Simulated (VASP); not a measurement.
Energy against volume of Ni3Fe (L1_2). All values below come from PBEsol GGA, VASP's PBE PAW potentials (set 64) (plane waves; VASP). Run with 520 eV cut-off, 9×9×9 Γ-centred mesh, first-order Methfessel-Paxton smearing of 0.10 eV, potentials Fe Ni.

```
V (Å³/atom)  E (eV/atom)
-----------  -----------
9.967           -6.88097
10.286          -6.90336
10.604          -6.90973
10.922          -6.90290
```

Problem. Fit these four points and predict the energy of the run at 11.240 Å³/atom.

Solution. A cubic in V^(−2/3), the third-order Birch-Murnaghan form, passes through the four points with V0 = 10.59 Å³/atom and B0 = 223 GPa, and gives -6.8851 eV/atom there. The run gave -6.8854 eV/atom, -0.3 meV/atom from the fit; all five points give B0 = 222 GPa.

The compound is Ni3Fe in the L1_2 structure. It was relaxed first, which changed the volume by -5 %.
